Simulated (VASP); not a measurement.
Runs of VASP 6.6.1 on PtSe2. The structure is trigonal, space group P-3m1 (No. 164). The conventional cell has a = 3.717 Å, b = 3.717 Å, c = 5.820 Å, α = 90.00°, β = 90.00°, γ = 120.00°. Pt (site symmetry -3m) has 6 Se at 2.52 Å as nearest neighbours. Around Se (site symmetry 3m) lie 3 Pt at 2.52 Å. The cell is a database's computed one.

| task | level | potentials or basis | cell | k mesh | cutoff (eV) | mesh quality | gap on the mesh (eV) | pressure (GPa) | relaxed volume (Å³/atom) |
| --- | --- | --- | --- | --- | --- | --- | --- | --- | --- |
| relaxation of cell and atoms | PBEsol | VASP PAW PBE potentials, release 64 (Pt, Se) | relaxed | 3 × 3 × 2 | 600 | coarse | 0.25 | 0.0 | 21.88 |
| relaxation of cell and atoms | PBEsol | VASP PAW PBE potentials, release 64 (Pt, Se) | relaxed | 9 × 9 × 6 | 580 | not flagged | none | 0.0 | 19.86 |
| relaxation of cell and atoms | RPBE | VASP PAW PBE potentials, release 64 (Pt, Se) | relaxed | 9 × 9 × 6 | 600 | not flagged | (a) | 0.0 | 31.64 |
| relaxation of cell and atoms | LDA | VASP PAW LDA potentials, release 64 (Pt, Se) | relaxed | 9 × 9 × 6 | 600 | not flagged | none | 0.0 | 19.28 |
| relaxation of cell and atoms | PBEsol | VASP PAW PBE potentials, release 64 (Pt, Se) | relaxed | 9 × 9 × 6 | 300 | not flagged | none | 0.0 | 19.80 |
| single point | PBEsol | VASP PAW PBE potentials, release 64 (Pt, Se) | as given | 9 × 9 × 6 | 520 | not flagged | (b) | -1.8 | - |
| relaxation of cell and atoms | PBEsol | VASP PAW PBE potentials, release 64 (Pt, Se) | relaxed | 9 × 9 × 6 | 600 | not flagged | none | 0.0 | 19.86 |

Alike in all rows: no spin polarisation; smearing gaussian 0.02 eV.

Estimate the missing entries.

(a) 1.25; (b) 0.49.

Caveats: some runs use coarse meshes; the PAW data sets were made with another functional, which shifts forces and pressure a little (some runs); this functional lacks dispersion, which binds the layers, so the pressure and a relaxed spacing across them are unreliable (some runs); spin-orbit coupling is left out, which moves the levels of the heavy elements (some runs); an odd mesh through Γ misses points on the zone boundary, where band edges often lie (some runs); the volume moved by over 15 % at a fixed basis, so the end points are rough (some runs); this functional lacks dispersion, which binds the layers, so the pressure and a relaxed spacing across them are unreliable, and here the layers came unbound (some runs).

A k mesh can miss the band edges, and the runs leave out spin-orbit coupling on Pt, Se.

A gap of «none» marks a metal or a gap under the smearing width.

Runs at the PBE level aren't shown here.
